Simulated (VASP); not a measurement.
Given:

```
BaZrO3
1.0
    4.29707     0.00000     0.00000
    0.00000     4.29707     0.00000
    0.00000     0.00000     4.29707
Ba Zr O
1 1 3
Direct
  0.00000   0.00000   0.00000
  0.50000   0.50000   0.50000
  0.50000   0.00000   0.50000
  0.00000   0.50000   0.50000
  0.50000   0.50000   0.00000
```

All values below come from vdW-DF2, VASP's PBE PAW potentials (set 64) (plane waves; VASP). Settings: 520 eV cut-off, 6×6×6 Γ-centred mesh, tetrahedra with Blöchl corrections, potentials Ba_sv Zr_sv O.

The cores are frozen, which limits the accuracy of field gradients.

Q: Give the principal components of the electric field gradient (V/Å²) and the asymmetry η at each nucleus.

A: 
| atom | Vxx | Vyy | Vzz | η |
|---|---|---|---|---|
| Ba1 | 0.0 | 0.0 | 0.0 | - |
| Zr2 | 0.0 | 0.0 | 0.0 | - |
| O3 | 4.9 | 4.9 | -9.7 | 0.00 |
| O4 | 4.9 | 4.9 | -9.7 | 0.00 |
| O5 | 4.9 | 4.9 | -9.7 | 0.00 |

The compound is BaZrO3 in the cubic perovskite structure. It was relaxed first, which changed the volume by +8 %.
